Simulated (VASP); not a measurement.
An input for Quantum ESPRESSO's pw.x (written as the equivalent of a VASP run, and not itself run):

```
&CONTROL
  calculation = 'vc-relax'
  pseudo_dir = './pseudo'
  outdir = './out'
  tprnfor = .true.
  tstress = .true.
  nstep = 60
  forc_conv_thr = 0.00039
/
&SYSTEM
  ibrav = 0
  nat = 2
  ntyp = 2
  ecutwfc = 88
  occupations = 'smearing'
  smearing = 'gaussian'
  degauss = 0.003675
  input_dft = 'pbe'
/
&ELECTRONS
  conv_thr = 7.3e-08
  electron_maxstep = 100
/
&IONS
/
&CELL
/
ATOMIC_SPECIES
  Na 22.990 Na.upf
  Cl 35.450 Cl.upf
CELL_PARAMETERS angstrom
     0.0000000    2.8200000    2.8200000
     2.8200000    0.0000000    2.8200000
     2.8200000    2.8200000    0.0000000
ATOMIC_POSITIONS crystal
  Na   0.0000000  0.0000000  0.0000000
  Cl   0.5000000  0.5000000  0.5000000
K_POINTS automatic
  7 7 7 0 0 0
```

**Question.** Translate this input to VASP (INCAR, KPOINTS, POSCAR, choice of POTCAR).

**Answer.** Several could match; the one computed here: 
**KPOINTS**
```
K-points
0
G
  7 7 7
0 0 0
```

File POSCAR:
```
NaCl
1.0
  0.0000000000   2.8200000000   2.8200000000
  2.8200000000   0.0000000000   2.8200000000
  2.8200000000   2.8200000000   0.0000000000
Na Cl
1 1
Cart
  0.0000000000   0.0000000000   0.0000000000
  2.8200000000   2.8200000000   2.8200000000
```

**INCAR**
```
! general
SYSTEM  =  NaCl
PREC    =  Accurate
ENCUT   =  520
LREAL   =  .FALSE.
LASPH   =  .TRUE.

! electronic loop
EDIFF   =  1E-6
NELM    =  100
ALGO    =  Normal

! smearing
ISMEAR  =  0
SIGMA   =  0.05

! functional
GGA     =  PE

! ions
IBRION  =  2
NSW     =  60
ISIF    =  3
EDIFFG  =  -0.01

! output
LWAVE   =  .FALSE.
LCHARG  =  .FALSE.
```

POTCAR, in this order: Na_pv Cl (PBE.64 set). Program: vasp_std.

The two are equivalent in intent, not identical: the potentials are each code's own (VASP's PAW set, PseudoDojo norm-conserving files in pw.x), so ENCUT and ecutwfc are chosen apart and not converted; conv_thr bounds pw.x's estimated SCF error, while EDIFF bounds the energy change between steps; forc_conv_thr acts on force components and is met together with etot_conv_thr.

The compound is NaCl in the rock salt structure. This run relaxes it. Symmetry was kept, so distortions that lower it aren't found.
